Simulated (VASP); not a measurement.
Consider the following.

```
CELL_PARAMETERS angstrom
      4.08460     0.00000     0.00000
      0.00000     4.08460     0.00000
      0.00000     0.00000     4.08460
ATOMIC_POSITIONS crystal
  Sc 0.00000 0.00000 0.00000
  Al 0.00000 0.50000 0.50000
  Al 0.50000 0.00000 0.50000
  Al 0.50000 0.50000 0.00000
```

Calculation: r2SCAN meta-GGA, VASP's PBE PAW potentials (set 64) (plane waves; VASP 6.6.1). Run with 480 eV cut-off, 8×8×8 Γ-centred mesh, first-order Methfessel-Paxton smearing of 0.10 eV, potentials Sc_sv Al.

Each row applies one change to this cell, which was relaxed at other settings and keeps the small stress of the first row; at a fixed cut-off the stress holds a Pulay part, so it need not integrate to ΔE exactly. Stress is in GPa, positive when the cell is compressed.

| change | ΔE (meV/atom) | σxx | σyy | σzz | largest shear component, with its sign (GPa) | largest force (eV/Å) |
|---|---|---|---|---|---|---|
| none | 0.0 | 0.06 | 0.06 | 0.06 | 0.00 | 0.000 |
| biaxial strain of -2.0 % in the xy plane | (withheld) | (withheld) | (withheld) | (withheld) | (withheld) | (withheld) |
| isotropic strain of -1.0 % | 5.0 | 3.11 | 3.11 | 3.11 | 0.00 | 0.000 |
| atom 1 (Sc) moved by 0.150 Å along z | 29.9 | 0.65 | 0.65 | 0.66 | 0.00 | 1.595 |
| atom 2 (Al) moved by -0.025 Å along y | 0.5 | 0.07 | 0.07 | 0.08 | 0.00 | 0.172 |
| uniaxial strain of -3.0 % along x | 9.8 | 6.27 | 1.62 | 1.62 | 0.00 | 0.000 |
| isotropic strain of +3.0 % | (withheld) | (withheld) | (withheld) | (withheld) | (withheld) | (withheld) |
| uniaxial strain of -0.5 % along x | 0.3 | 1.05 | 0.29 | 0.29 | 0.00 | 0.000 |

### Question
What belongs in the gaps?

### Answer

- biaxial strain of -2.0 % in the xy plane, ΔE (meV/atom): 11.2
- biaxial strain of -2.0 % in the xy plane, σxx: 5.42
- biaxial strain of -2.0 % in the xy plane, σyy: 5.42
- biaxial strain of -2.0 % in the xy plane, σzz: 1.87
- biaxial strain of -2.0 % in the xy plane, largest shear component, with its sign (GPa): 0.00
- biaxial strain of -2.0 % in the xy plane, largest force (eV/Å): 0.000
- isotropic strain of +3.0 %, ΔE (meV/atom): 36.3
- isotropic strain of +3.0 %, σxx: -6.86
- isotropic strain of +3.0 %, σyy: -6.86
- isotropic strain of +3.0 %, σzz: -6.86
- isotropic strain of +3.0 %, largest shear component, with its sign (GPa): 0.00
- isotropic strain of +3.0 %, largest force (eV/Å): 0.000

Failed runs are left out, and for metals the shear rows, which the mesh's noise covers.

The compound is Al3Sc in the L1_2 structure.
